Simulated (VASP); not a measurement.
A run of VASP 6.6.1:

INCAR

```
SYSTEM = Ga15CoN16
PREC     = Accurate       ! precision mode
ENCUT    = 450            ! plane-wave cutoff, eV
EDIFF    = 1E-5           ! SCF threshold, eV
ISMEAR   = 0              ! smearing method
SIGMA    = 0.03           ! smearing width, eV
LREAL    = Auto         
LASPH    = .TRUE.         ! aspherical terms in the spheres
NELM     = 120            ! most SCF steps
ALGO     = Normal         ! electronic algorithm
ISIF     = 2              ! what is computed and relaxed
LWAVE    = .FALSE.        ! write WAVECAR
LCHARG   = .FALSE.        ! write CHGCAR
LMAXMIX  = 4              ! l up to which the mixer works
LDAU     = .TRUE.         ! DFT+U
LDAUTYPE = 2            
LDAUL    = 2 -1 -1        ! shell
LDAUU    = 4 0 0          ! U, eV
LDAUJ    = 0 0 0        
LDAUPRINT= 1            
GGA      = PS             ! functional
LORBIT   = 11             ! projections on sites
KPAR     = 4
```

KPOINTS

```
regular mesh
0
G
  3 3 2
  0 0 0
```

The input POSCAR:

```
Ga15CoN16
1.0
    6.3800000000      0.0000000000      0.0000000000
   -3.1900000000      5.5252420762      0.0000000000
    0.0000000000      0.0000000000     10.3780000000
Co Ga N
1 15 16
Direct
    0.3333333333      0.1666666667      0.0000000000
    0.3333333333      0.1666666667      0.5000000000
    0.3333333333      0.6666666667      0.0000000000
    0.3333333333      0.6666666667      0.5000000000
    0.8333333333      0.1666666667      0.0000000000
    0.8333333333      0.1666666667      0.5000000000
    0.8333333333      0.6666666667      0.0000000000
    0.8333333333      0.6666666667      0.5000000000
    0.1666666667      0.3333333333      0.2500000000
    0.1666666667      0.3333333333      0.7500000000
    0.1666666667      0.8333333333      0.2500000000
    0.1666666667      0.8333333333      0.7500000000
    0.6666666667      0.3333333333      0.2500000000
    0.6666666667      0.3333333333      0.7500000000
    0.6666666667      0.8333333333      0.2500000000
    0.6666666667      0.8333333333      0.7500000000
    0.3333333333      0.1666666667      0.1875000000
    0.3333333333      0.1666666667      0.6875000000
    0.3333333333      0.6666666667      0.1875000000
    0.3333333333      0.6666666667      0.6875000000
    0.8333333333      0.1666666667      0.1875000000
    0.8333333333      0.1666666667      0.6875000000
    0.8333333333      0.6666666667      0.1875000000
    0.8333333333      0.6666666667      0.6875000000
    0.1666666667      0.3333333333      0.4375000000
    0.1666666667      0.3333333333      0.9375000000
    0.1666666667      0.8333333333      0.4375000000
    0.1666666667      0.8333333333      0.9375000000
    0.6666666667      0.3333333333      0.4375000000
    0.6666666667      0.3333333333      0.9375000000
    0.6666666667      0.8333333333      0.4375000000
    0.6666666667      0.8333333333      0.9375000000
```

Potentials or basis: VASP PAW PBE potentials, release 64 (Co, Ga_d, N).

Command:

```console
$ cat potpaw_PBE.64/Co/POTCAR potpaw_PBE.64/Ga_d/POTCAR potpaw_PBE.64/N/POTCAR > POTCAR
$ mpirun -np 4 vasp_std > vasp.out
```

Hardware: 4 MPI ranks on AMD EPYC 9R45 (Zen 5), with other jobs on the host.

Estimate the wall time of this run.

It took 3.5 min on 4 MPI ranks on AMD EPYC 9R45 (Zen 5) (shared host), peak memory 0.5 GiB a rank. Counts: scf iterations 19, k points 6.
